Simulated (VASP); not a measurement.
Here is the system:

```
CELL_PARAMETERS angstrom
      4.35187     0.00000     0.00000
      0.00000     4.35187     0.00000
      0.00000     0.00000     2.75293
ATOMIC_POSITIONS crystal
  Si 0.00000 0.00000 0.00000
  Si 0.50000 0.50000 0.50000
  O  0.30749 0.30749 0.00000
  O  0.80749 0.19251 0.50000
  O  0.19251 0.80749 0.50000
  O  0.69251 0.69251 0.00000
```

Method: RPBE GGA, VASP's PBE PAW potentials (set 64) (plane waves; VASP). Run with 520 eV cut-off, 5×5×8 Γ-centred mesh, Gaussian smearing of 0.050 eV, potentials Si O.

Question: The ions and cell shape at fixed volume are relaxed. Which structure does the run end with?

Answer: 
```
CELL_PARAMETERS angstrom
      4.38349     0.00000     0.00000
      0.00000     4.38349     0.00000
      0.00000     0.00000     2.71336
ATOMIC_POSITIONS crystal
  Si 0.00000 0.00000 0.00000
  Si 0.50000 0.50000 0.50000
  O  0.31139 0.31139 0.00000
  O  0.81139 0.18861 0.50000
  O  0.18861 0.81139 0.50000
  O  0.68861 0.68861 0.00000
```
Space group P4_2/mnm (136), at a tolerance of 0.03 Å.

Question: How much energy does the relaxation gain?

Answer: The energy (σ→0) changes by -4.9 meV/atom, in 5 ionic steps.

The compound is SiO2 in the rutile structure, stishovite, a high-pressure form. This cell is one point of a volume scan, at 1.06 of the reference volume. Symmetry was kept, so distortions that lower it aren't found.
